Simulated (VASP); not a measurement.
**La2BiO2 (space group I4/mmm): computed properties**

Computed with PBEsol GGA, VASP's PBE PAW potentials (set 64) (plane waves; VASP).

space group: I4/mmm (139)
cell: a = 4.0309 Å, b = 4.0309 Å, c = 14.0615 Å, α = 90.00°, β = 90.00°, γ = 90.00°
volume per atom: 22.85 Å³/atom
band gap (over mesh and band path): none (metal, semimetal or under 0.01 eV)
density: 7.54 g/cm³

```yaml
crystal:
  lattice:
    - [-2.01543, 2.01543, 7.03077]
    - [2.01543, -2.01543, 7.03077]
    - [2.01543, 2.01543, -7.03077]
  atoms:
    - { symbol: La, position: [0.66401, 0.66401, 0.00000] }
    - { symbol: La, position: [0.33599, 0.33599, 0.00000] }
    - { symbol: Bi, position: [0.00000, 0.00000, 0.00000] }
    - { symbol: O, position: [0.75000, 0.25000, 0.50000] }
    - { symbol: O, position: [0.25000, 0.75000, 0.50000] }
```

Unless said otherwise, spin-orbit coupling is left out, though it shifts the bands of the heavy elements here.

The structure comes from a computed database's La2BiO2 entry (I4/mmm); how it stands against other phases isn't given here. It was relaxed first. Symmetry was kept, so distortions that lower it aren't found. The electron count is odd and the run is not spin-polarised, which forces a metal.
